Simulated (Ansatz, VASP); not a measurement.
# MoSeS: VASP beside Ansatz, part 2 of 3

One calculation is typed for both programs; each brings its own data sets. How far apart do they land? The cell is taken from a series of runs on this material, whose earlier steps may have relaxed, scaled, displaced or heated it; both programs get it as it stands.

VASP 6.6.1 and Ansatz 0.2.0.

So far: Starting point; Ansatz: zone-centre phonons, PBEsol, pair 1.

## 3. VASP: zone-centre phonons, PBEsol, pair 1

Level of this step: PBEsol, no spin polarisation; plane waves and PAW (Mo_sv, S, Se) (VASP).

The same cell, functional and mesh now go to VASP, with its own data sets.

Lines of VASP's logs that name or quote its potential files are left out, and so is its time.

INCAR

```
SYSTEM = MoSeS
PREC = Accurate
ENCUT = 500
EDIFF = 1E-08
NELM = 120
ISMEAR = 0
SIGMA = 0.01
LREAL = .FALSE.
ALGO = Normal
GGA = PS
NBANDS = 19
LASPH = .TRUE.
LORBIT = 11
LWAVE = .FALSE.
LCHARG = .FALSE.
ISIF = 2
IBRION = 8
GGA_COMPAT = .FALSE.
EFERMI = MIDGAP
NELMDL = -8
KPAR = 2
```

POSCAR

```
MoSeS
1.0
    3.1070149425      0.0000000000      0.0000000000
   -1.5535074712      2.6907538701      0.0000000000
    0.0000000000      0.0000000000     30.4000000000
Mo S Se
1 1 1
Direct
    0.3333333333      0.6666666667      0.3297794090
    0.6666666666      0.3333333334      0.3810608057
    0.6666666666      0.3333333334      0.2727124170
```

KPOINTS

```
Automatic mesh
0
Gamma
12 12 1
0 0 0
```

Potentials, in the order of the species: Mo_sv, S and Se (PBE family, release 64).

The run is started by

```
$ mpirun -np 2 vasp_std
```

Numbers of over 12 decimals in the logs are rounded to 6 here.

What it wrote:

```text
[banner, memory and clock lines left out]
running    2 mpi-ranks, on    1 nodes
 distrk:  each k-point on    1 cores,    2 groups
 distr:  one band on    1 cores,    1 groups

 POSCAR found type information on POSCAR MoS Se
 POSCAR found :  3 types and       3 ions
|                                                                             |
|               ----> ADVICE to this user running VASP <----                  |
|                                                                             |
|     You enforced a specific xc type in the INCAR file but a different       |
|     [... a line on the potential file left out ...]
|     I HOPE YOU KNOW WHAT YOU ARE DOING!                                     |
|                                                                             |

 LDA part: xc-table for (Slater+PW92), standard interpolation
 POSCAR, INCAR and KPOINTS ok, starting setup
 FFT: planning ... GRIDC
 FFT: planning ... GRID_SOFT
 FFT: planning ... GRID
 WAVECAR not read
 entering main loop
       N       E                     dE             d eps       ncg     rms          rms(c)
DAV:   1     0.148728521923E+03    0.14873E+03   -0.12703E+04  1018   0.100E+03
DAV:   2    -0.114797331606E+02   -0.16021E+03   -0.15642E+03  1042   0.212E+02
DAV:   3    -0.234598887885E+02   -0.11980E+02   -0.11935E+02   997   0.545E+01
DAV:   4    -0.235942541162E+02   -0.13437E+00   -0.13408E+00   936   0.637E+00
DAV:   5    -0.235967089221E+02   -0.24548E-02   -0.24545E-02   957   0.831E-01
DAV:   6    -0.235968090142E+02   -0.10009E-03   -0.10009E-03   991   0.152E-01
DAV:   7    -0.235968129681E+02   -0.39540E-05   -0.39539E-05   968   0.265E-02
DAV:   8    -0.235968131918E+02   -0.22366E-06   -0.22361E-06  1004   0.587E-03    0.243E+01
DAV:   9    -0.227142228508E+02    0.88259E+00   -0.68978E+00   818   0.172E+01    0.784E+00
DAV:  10    -0.226149555686E+02    0.99267E-01   -0.43293E+00   761   0.115E+01    0.577E+00
DAV:  11    -0.224027516214E+02    0.21220E+00   -0.12825E+00   777   0.669E+00    0.130E+00
DAV:  12    -0.223976667544E+02    0.50849E-02   -0.51559E-02   855   0.145E+00    0.743E-01
DAV:  13    -0.223951459914E+02    0.25208E-02   -0.10918E-02   849   0.763E-01    0.201E-01
DAV:  14    -0.223950459690E+02    0.10002E-03   -0.15677E-03   910   0.231E-01    0.718E-02
[...]
DAV:  24    -0.223958901175E+02   -0.42204E-05   -0.65788E-08   810   0.710E-04    0.224E-04
DAV:  25    -0.223958944074E+02   -0.42899E-05   -0.11498E-07   749   0.859E-04    0.290E-04
DAV:  26    -0.223958957519E+02   -0.13445E-05   -0.13572E-08   825   0.339E-04    0.108E-04
DAV:  27    -0.223958966137E+02   -0.86177E-06   -0.10104E-08   773   0.275E-04    0.866E-05
DAV:  28    -0.223958967539E+02   -0.14028E-06    0.38412E-10   617   0.797E-05    0.700E-05
DAV:  29    -0.223958968511E+02   -0.97119E-07    0.23109E-10   595   0.639E-05    0.226E-05
DAV:  30    -0.223958968672E+02   -0.16151E-07    0.70334E-10   516   0.282E-05    0.764E-06
DAV:  31    -0.223958968727E+02   -0.54833E-08    0.69508E-10   492   0.229E-05
   1 F= -.22395897E+02 E0= -.22395897E+02  d E =0.000000E+00
 Linear response reoptimize wavefunctions to high precision
DAV:   1    -0.223958968730E+02   -0.27239E-09    0.75037E-10   520   0.831E-06
DAV:   2    -0.223958968729E+02    0.27285E-10    0.75765E-10   472   0.338E-06
 Linear response DOF=           6
 Linear response progress:
  Degree of freedom:   1/  6
       N       E                     dE             d eps       ncg     rms          rms(c)
RMM:   1    -0.764471730894E+00   -0.76447E+00    0.37914E+00  3034   0.207E+01
RMM:   2    -0.559769714564E+00    0.20470E+00   -0.29036E-01  4214   0.369E+00    0.179E-01
RMM:   3    -0.558831906024E+00    0.93781E-03   -0.78486E-03  5685   0.566E-01    0.961E-02
RMM:   4    -0.557700915587E+00    0.11310E-02   -0.83208E-04  6533   0.187E-01    0.344E-02
RMM:   5    -0.557531695471E+00    0.16922E-03   -0.86473E-05  6732   0.567E-02    0.638E-03
RMM:   6    -0.557605225794E+00   -0.73530E-04   -0.39397E-05  6298   0.194E-02    0.200E-03
RMM:   7    -0.557645635097E+00   -0.40409E-04   -0.18076E-05  6232   0.839E-03    0.101E-03
RMM:   8    -0.557649673889E+00   -0.40388E-05   -0.69839E-06  6625   0.366E-03    0.464E-04
RMM:   9    -0.557644589688E+00    0.50842E-05   -0.50895E-06  6474   0.210E-03    0.139E-04
RMM:  10    -0.557647509445E+00   -0.29198E-05   -0.30832E-06  6172   0.104E-03    0.648E-05
RMM:  11    -0.557649069186E+00   -0.15597E-05   -0.13744E-06  6413   0.569E-04    0.224E-05
RMM:  12    -0.557649689741E+00   -0.62055E-06   -0.91224E-07  6739   0.308E-04    0.106E-05
RMM:  13    -0.557650002531E+00   -0.31279E-06   -0.46242E-07  6837   0.168E-04    0.459E-06
RMM:  14    -0.557649916473E+00    0.86058E-07   -0.26364E-07  5961   0.933E-05    0.450E-06
RMM:  15    -0.557649975855E+00   -0.59382E-07   -0.12752E-07  6559   0.532E-05    0.397E-06
RMM:  16    -0.557650124824E+00   -0.14897E-06   -0.90184E-08  6141   0.378E-05    0.948E-07
RMM:  17    -0.557650085752E+00    0.39073E-07   -0.41829E-08  5701   0.205E-05    0.156E-06
RMM:  18    -0.557650123712E+00   -0.37960E-07   -0.33634E-08  6250   0.134E-05    0.588E-07
RMM:  19    -0.557650133880E+00   -0.10169E-07   -0.11198E-08  5795   0.825E-06    0.369E-07
RMM:  20    -0.557650147949E+00   -0.14069E-07   -0.64328E-09  5345   0.609E-06    0.875E-08
[...]
Linear response progress:
  Degree of freedom:   3/  6
       N       E                     dE             d eps       ncg     rms          rms(c)
RMM:   1    -0.104432233667E+00   -0.10443E+00   -0.12628E-01  6950   0.173E+00
RMM:   2    -0.899573377664E-01    0.14475E-01   -0.11788E-02  4704   0.546E-01    0.127E-01
RMM:   3    -0.903157572644E-01   -0.35842E-03   -0.47357E-04  4781   0.121E-01    0.726E-02
RMM:   4    -0.905710177020E-01   -0.25526E-03   -0.69142E-05  4914   0.487E-02    0.137E-02
RMM:   5    -0.905516237592E-01    0.19394E-04   -0.34878E-06  5213   0.105E-02    0.590E-03
RMM:   6    -0.905307810544E-01    0.20843E-04   -0.52960E-07  5073   0.391E-03    0.191E-03
RMM:   7    -0.905408588907E-01   -0.10078E-04   -0.75951E-08  4992   0.139E-03    0.559E-04
RMM:   8    -0.905405482789E-01    0.31061E-06    0.91832E-08  5317   0.321E-04    0.150E-04
RMM:   9    -0.905397493499E-01    0.79893E-06    0.53916E-08  5054   0.101E-04    0.425E-05
RMM:  10    -0.905395506860E-01    0.19866E-06   -0.12416E-08  5066   0.485E-05    0.153E-05
RMM:  11    -0.905397005158E-01   -0.14983E-06   -0.24489E-08  4923   0.205E-05    0.500E-06
RMM:  12    -0.905397427743E-01   -0.42258E-07    0.89376E-09  5391   0.103E-05    0.141E-06
RMM:  13    -0.905397366246E-01    0.61497E-08    0.11080E-08  4781   0.342E-06    0.782E-07
 first order change of Fermi-energy   0.12522E-03
 force on displaced ion       2 direction 1 : -10.375   0.000   0.000
 Linear response progress:
  Degree of freedom:   4/  6
       N       E                     dE             d eps       ncg     rms          rms(c)
RMM:   1    -0.176986309228E+00   -0.17699E+00   -0.11298E-01  1803   0.186E+00
RMM:   2    -0.159788433885E+00    0.17198E-01   -0.14483E-02  1218   0.593E-01    0.389E-01
RMM:   3    -0.159915591837E+00   -0.12716E-03   -0.11148E-03  1142   0.186E-01    0.290E-01
RMM:   4    -0.160187434465E+00   -0.27184E-03   -0.60485E-04  1112   0.143E-01    0.737E-02
RMM:   5    -0.160058180496E+00    0.12925E-03   -0.28033E-04  1097   0.102E-01    0.302E-02
RMM:   6    -0.160068394007E+00   -0.10214E-04   -0.13494E-05  1184   0.232E-02    0.706E-03
RMM:   7    -0.160068227676E+00    0.16633E-06   -0.13347E-06  1287   0.618E-03    0.316E-03
RMM:   8    -0.160071614309E+00   -0.33866E-05   -0.12380E-07  1273   0.139E-03    0.131E-03
RMM:   9    -0.160075167551E+00   -0.35532E-05   -0.30751E-08  1184   0.810E-04    0.792E-04
RMM:  10    -0.160078297990E+00   -0.31304E-05   -0.16497E-08  1280   0.420E-04    0.153E-04
RMM:  11    -0.160079280537E+00   -0.98255E-06   -0.10089E-08  1210   0.296E-04    0.148E-04
RMM:  12    -0.160081401829E+00   -0.21213E-05   -0.87870E-09  1245   0.276E-04    0.717E-05
RMM:  13    -0.160082273074E+00   -0.87124E-06   -0.29399E-09  1260   0.130E-04    0.426E-05
RMM:  14    -0.160082435528E+00   -0.16245E-06    0.70045E-08  1282   0.942E-05    0.279E-05
RMM:  15    -0.160082420284E+00    0.15244E-07    0.35686E-08  1363   0.655E-05    0.224E-05
RMM:  16    -0.160082485480E+00   -0.65196E-07    0.42960E-08  1305   0.434E-05    0.731E-06
RMM:  17    -0.160082460134E+00    0.25346E-07    0.30073E-08  1285   0.270E-05    0.934E-06
RMM:  18    -0.160082478517E+00   -0.18382E-07   -0.10792E-08  1229   0.147E-05    0.354E-06
RMM:  19    -0.160082484630E+00   -0.61136E-08    0.33268E-09  1171   0.116E-05    0.144E-06
 first order change of Fermi-energy   0.24163E+00
 force on displaced ion       2 direction 3 :   0.000  -0.000 -17.617
 Linear response progress:
  Degree of freedom:   5/  6
       N       E                     dE             d eps       ncg     rms          rms(c)
RMM:   1    -0.718793936164E-01   -0.71879E-01   -0.26184E-02  6909   0.122E+00
RMM:   2    -0.658231174808E-01    0.60563E-02   -0.66612E-03  4691   0.361E-01    0.849E-02
RMM:   3    -0.659769511270E-01   -0.15383E-03   -0.63107E-04  4936   0.761E-02    0.509E-02
RMM:   4    -0.661403769776E-01   -0.16343E-03   -0.69188E-05  4903   0.406E-02    0.605E-03
RMM:   5    -0.661199291179E-01    0.20448E-04   -0.62163E-06  5217   0.910E-03    0.224E-03
RMM:   6    -0.661147353558E-01    0.51938E-05   -0.40201E-07  5370   0.285E-03    0.633E-04
RMM:   7    -0.661165903199E-01   -0.18550E-05   -0.28358E-08  5283   0.621E-04    0.126E-04
RMM:   8    -0.661169786573E-01   -0.38834E-06   -0.12447E-08  5426   0.171E-04    0.462E-05
RMM:   9    -0.661170302318E-01   -0.51575E-07   -0.62424E-10  5220   0.590E-05    0.250E-05
RMM:  10    -0.661170740742E-01   -0.43842E-07   -0.64452E-09  5205   0.296E-05    0.523E-06
RMM:  11    -0.661170768910E-01   -0.28167E-08   -0.23531E-09  5460   0.820E-06    0.223E-06
 first order change of Fermi-energy   0.81687E-04
 force on displaced ion       3 direction 1 :  -8.939  -0.000  -0.001
 Linear response progress:
  Degree of freedom:   6/  6
       N       E                     dE             d eps       ncg     rms          rms(c)
RMM:   1    -0.146956460003E+00   -0.14696E+00   -0.13519E-02  1814   0.141E+00
RMM:   2    -0.136922826001E+00    0.10034E-01   -0.76668E-03  1213   0.401E-01    0.284E-01
RMM:   3    -0.136869717392E+00    0.53109E-04   -0.86168E-04  1157   0.136E-01    0.232E-01
RMM:   4    -0.137033384784E+00   -0.16367E-03   -0.45178E-04  1132   0.123E-01    0.625E-02
RMM:   5    -0.136955091748E+00    0.78293E-04   -0.15730E-04  1094   0.777E-02    0.119E-02
RMM:   6    -0.136952158905E+00    0.29328E-05   -0.94471E-06  1317   0.163E-02    0.539E-03
RMM:   7    -0.136947717426E+00    0.44415E-05   -0.11459E-06  1177   0.608E-03    0.191E-03
RMM:   8    -0.136951581745E+00   -0.38643E-05   -0.21917E-07  1185   0.209E-03    0.999E-04
RMM:   9    -0.136957537804E+00   -0.59561E-05   -0.41686E-08  1254   0.107E-03    0.246E-04
RMM:  10    -0.136959781144E+00   -0.22433E-05   -0.23228E-08  1228   0.598E-04    0.175E-04
RMM:  11    -0.136962705709E+00   -0.29246E-05   -0.92131E-08  1291   0.459E-04    0.128E-04
RMM:  12    -0.136964978436E+00   -0.22727E-05   -0.55091E-07  1306   0.403E-04    0.734E-05
RMM:  13    -0.136965273232E+00   -0.29480E-06   -0.85351E-08  1306   0.222E-04    0.590E-05
RMM:  14    -0.136965334041E+00   -0.60809E-07    0.67821E-08  1293   0.107E-04    0.171E-05
RMM:  15    -0.136965356898E+00   -0.22857E-07    0.45314E-08  1335   0.113E-04    0.161E-05
RMM:  16    -0.136965353984E+00    0.29130E-08   -0.55473E-08  1287   0.560E-05    0.101E-05
 first order change of Fermi-energy   0.75019E+00
 force on displaced ion       3 direction 3 :   0.000   0.000 -16.110
 Linear response finished
```

From OUTCAR (step 3):

```text
ion  position               nearest neighbor table
   1  0.333  0.667  0.330-   2 2.38   2 2.38   2 2.38   3 2.50   3 2.50   3 2.50
   2  0.667  0.333  0.381-   1 2.38   1 2.38   1 2.38
   3  0.667  0.333  0.273-   1 2.50   1 2.50   1 2.50

  LATTYP: Found a hexagonal cell.
 ALAT       =     3.1070149425
 C/A-ratio  =     9.7843108458

 Subroutine GETGRP returns: Found  6 space group operations
 (whereof  6 operations were pure point group operations)

The static configuration has the point symmetry C_3v.

 Found     19 irreducible k-points:

   k-points           NKPTS =     19   k-points in BZ     NKDIM =     19   number of bands    NBANDS=     19

   dimension x,y,z NGX =    24 NGY =   24 NGZ =  224
   dimension x,y,z NGXF=    48 NGYF=   48 NGZF=  448

   ENCUT  =  500.0 eV  36.75 Ry    6.06 a.u.   5.66  5.66 55.43*2*pi/ulx,y,z

   NELECT =      26.0000    total number of electrons

 k-points in reciprocal lattice and weights: Automatic mesh
   0.00000000  0.00000000  0.00000000       0.007
   0.08333333  0.00000000  0.00000000       0.042
   0.16666667 -0.00000000  0.00000000       0.042
   0.25000000  0.00000000  0.00000000       0.042
   0.33333333 -0.00000000  0.00000000       0.042
   0.41666667  0.00000000  0.00000000       0.042
   0.50000000  0.00000000  0.00000000       0.021
   0.08333333  0.08333333  0.00000000       0.042
   0.16666667  0.08333333  0.00000000       0.083
[...]
0.33333333  0.25000000  0.00000000       0.083
   0.33333333  0.33333333  0.00000000       0.014

 average (electrostatic) potential at core
       1 -83.9951       2 -94.1307       3 -60.8310

  Total        2.8739592      2.8739592      0.0786809      0.0000000      0.0000000      0.0000000
  in kB       18.1175840     18.1175840      0.4960086      0.0000000      0.0000000      0.0000000
  external PRESSURE =      12.2437255 kB  Pullay stress =       0.0000000 kB

  energy-cutoff  :      500.00
  volume of cell :      254.15
      direct lattice vectors                 reciprocal lattice vectors
     3.107014943  0.000000000  0.000000000     0.321852330  0.185821530  0.000000000
    -1.553507471  2.690753870  0.000000000     0.000000000  0.371643059  0.000000000
     0.000000000  0.000000000 30.400000000     0.000000000  0.000000000  0.032894737

 POSITION                                       TOTAL-FORCE (eV/Angst)
 -----------------------------------------------------------------------------------
     -0.00000      1.79384     10.02529         0.000000      0.000000      0.051160
      1.55351      0.89692     11.58425         0.000000     -0.000000      0.001849
      1.55351      0.89692      8.29046        -0.000000      0.000000     -0.053009
 -----------------------------------------------------------------------------------
    total drift:                                0.000001     -0.000000     -0.000626

 Eigenvectors and eigenvalues of the dynamical matrix
 ----------------------------------------------------

   1 f  =   13.577140 THz    85.307687 2PiTHz  452.884646 cm-1    56.150514 meV
             X         Y         Z           dx          dy          dz
     -0.000000  1.793836 10.025294    -0.000000    0.000000   -0.582520
      1.553507  0.896918 11.584248     0.000000   -0.000000    0.802177
      1.553507  0.896918  8.290457     0.000000   -0.000000    0.131085

   2 f  =   10.917333 THz    68.595628 2PiTHz  364.163041 cm-1    45.150442 meV
             X         Y         Z           dx          dy          dz
     -0.000000  1.793836 10.025294     0.564357    0.259607   -0.000000
      1.553507  0.896918 11.584248    -0.687944   -0.316458    0.000000
      1.553507  0.896918  8.290457    -0.183266   -0.084303    0.000000

   3 f  =   10.917333 THz    68.595628 2PiTHz  364.163041 cm-1    45.150442 meV
             X         Y         Z           dx          dy          dz
     -0.000000  1.793836 10.025294    -0.259607    0.564357   -0.000000
      1.553507  0.896918 11.584248     0.316458   -0.687944   -0.000000
      1.553507  0.896918  8.290457     0.084303   -0.183266    0.000000

   4 f  =    8.811726 THz    55.365709 2PiTHz  293.927551 cm-1    36.442355 meV
             X         Y         Z           dx          dy          dz
     -0.000000  1.793836 10.025294    -0.000000    0.000000    0.443822
      1.553507  0.896918 11.584248     0.000000   -0.000000    0.449018
      1.553507  0.896918  8.290457     0.000000   -0.000000   -0.775503

   5 f  =    6.285507 THz    39.493007 2PiTHz  209.661952 cm-1    25.994757 meV
             X         Y         Z           dx          dy          dz
     -0.000000  1.793836 10.025294    -0.352899   -0.162338    0.000000
      1.553507  0.896918 11.584248    -0.473427   -0.217782    0.000000
      1.553507  0.896918  8.290457     0.690418    0.317601    0.000000

   6 f  =    6.285507 THz    39.493007 2PiTHz  209.661952 cm-1    25.994757 meV
             X         Y         Z           dx          dy          dz
     -0.000000  1.793836 10.025294     0.162338   -0.352899    0.000000
      1.553507  0.896918 11.584248     0.217782   -0.473427    0.000000
      1.553507  0.896918  8.290457    -0.317601    0.690418   -0.000000

   7 f/i=    0.001664 THz     0.010457 2PiTHz    0.055515 cm-1     0.006883 meV
             X         Y         Z           dx          dy          dz
     -0.000000  1.793836 10.025294     0.000000   -0.000000    0.680950
      1.553507  0.896918 11.584248     0.000000   -0.000000    0.393567
      1.553507  0.896918  8.290457     0.000000   -0.000000    0.617586

   8 f/i=    0.003316 THz     0.020836 2PiTHz    0.110617 cm-1     0.013715 meV
             X         Y         Z           dx          dy          dz
     -0.000000  1.793836 10.025294     0.556328    0.392064   -0.000000
      1.553507  0.896918 11.584248     0.321841    0.226813   -0.000000
      1.553507  0.896918  8.290457     0.505050    0.355926   -0.000000

   9 f/i=    0.003316 THz     0.020836 2PiTHz    0.110617 cm-1     0.013715 meV
             X         Y         Z           dx          dy          dz
     -0.000000  1.793836 10.025294     0.392064   -0.556328   -0.000000
      1.553507  0.896918 11.584248     0.226813   -0.321841   -0.000000
      1.553507  0.896918  8.290457     0.355926   -0.505050   -0.000000

 ELASTIC MODULI CONTR FROM IONIC RELAXATION (kBar)
 Direction    XX          YY          ZZ          XY          YZ          ZX
 --------------------------------------------------------------------------------
 XX        -100.6367    -69.7500   -231.2381     -0.0000      4.4756      0.0000
 YY         -69.7500   -100.6367   -231.2381     -0.0000     -4.4756     -0.0000
 ZZ        -231.2381   -231.2381   -627.6437     -0.0000     -0.0000      0.0000
 XY          -0.0000     -0.0000     -0.0000    -15.4433     -0.0000      3.7760
 YZ           4.4756     -4.4756     -0.0000     -0.0000   -323.2329     -0.0000
 ZX           0.0000     -0.0000      0.0000      3.7760     -0.0000   -270.7404
 --------------------------------------------------------------------------------
```

This run has no spin polarisation, so a moment on Mo, if there is one, isn't seen. Energies printed during the response cycles are not total energies of the cell.

## 4. Comparison

Known differences besides the potentials themselves: fixed occupations in Ansatz, narrow Gaussian smearing in VASP; Ansatz cuts the interaction across the vacuum, VASP repeats the sheet without a dipole correction; the data sets hold 36 valence electrons in Ansatz (on its PAW soft_1 files) and 26 in VASP; the cutoff is 420 eV in Ansatz and 500 eV in VASP; Ansatz makes its cores anew for this functional, VASP keeps those of its PBE data sets. Total energies have different zeros and are not compared.

The two programs side by side:

| quantity | Ansatz | VASP | difference |
| --- | --- | --- | --- |
| optical mode 1 to 2 (cm⁻¹) | 209.4 | 209.7 | -0.12 % |
| optical mode 3 (cm⁻¹) | 292.6 | 293.9 | -0.46 % |
| optical mode 4 to 5 (cm⁻¹) | 364.4 | 364.2 | +0.06 % |
| optical mode 6 (cm⁻¹) | 453.0 | 452.9 | +0.03 % |

Modes are paired by rising frequency, not by their patterns, so a pair may set unlike modes beside each other; they are those without the splitting of longitudinal modes. Where the cell holds vacuum, a pressure given here is an average over it and none of the material.

[end of part 2 of 3]

[Lines on the potential files, build, host, timing and source positions are cut from VASP's logs without a mark.]

[Logs are printed without paths, hosts, clocks, repeated set-up lines and the standing remarks that a program may print on its own settings, such as how far it seeks lower states.]

[Hosts, paths, dates, database ids (printed as entryN), source tags and the programs' standing remarks are cut or masked in the printed files.]
